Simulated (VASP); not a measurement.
Here is the system:

```
ZrO2
1.0
    0.00000     2.54500     2.54500
    2.54500     0.00000     2.54500
    2.54500     2.54500     0.00000
Zr O
1 2
Direct
  0.00000   0.00000   0.00000
  0.25000   0.25000   0.25000
  0.75000   0.75000   0.75000
```

Method: PBE GGA, VASP's PBE PAW potentials (set 64) (plane waves; VASP). Settings: 400 eV cut-off, 11×11×11 Γ-centred mesh, Fermi-Dirac smearing of 0.050 eV, potentials Zr_sv O.

Q: Give the energies of bands 7 to 15 at the high-symmetry points, in eV from the valence-band maximum.

A: 
```json
[
 {"band": "7", "Γ": "-5.24", "X": "-5.92", "U": "-5.31", "L": "-4.22", "W": "-4.75"},
 {"band": "8", "Γ": "-5.24", "X": "-3.15", "U": "-3.62", "L": "-4.22", "W": "-4.66"},
 {"band": "9", "Γ": "-5.24", "X": "-3.15", "U": "-3.08", "L": "-2.54", "W": "-2.38"},
 {"band": "10", "Γ": "-0.54", "X": "-1.51", "U": "-2.21", "L": "-2.48", "W": "-2.38"},
 {"band": "11", "Γ": "-0.54", "X": "-1.51", "U": "-1.21", "L": "-1.65", "W": "-1.38"},
 {"band": "12", "Γ": "-0.54", "X": "0.00", "U": "-0.33", "L": "-1.65", "W": "-0.21"},
 {"band": "13", "Γ": "3.36", "X": "3.80", "U": "4.03", "L": "4.00", "W": "4.45"},
 {"band": "14", "Γ": "3.36", "X": "4.74", "U": "4.75", "L": "4.00", "W": "4.59"},
 {"band": "15", "Γ": "6.58", "X": "5.83", "U": "6.16", "L": "6.08", "W": "6.29"}
]
```

The gap is indirect, 3.36 eV, from the valence maximum at X to the conduction minimum at Γ.

The structure is a typed ZrO2 crystal (Fm-3m). The cell was not relaxed at this level.
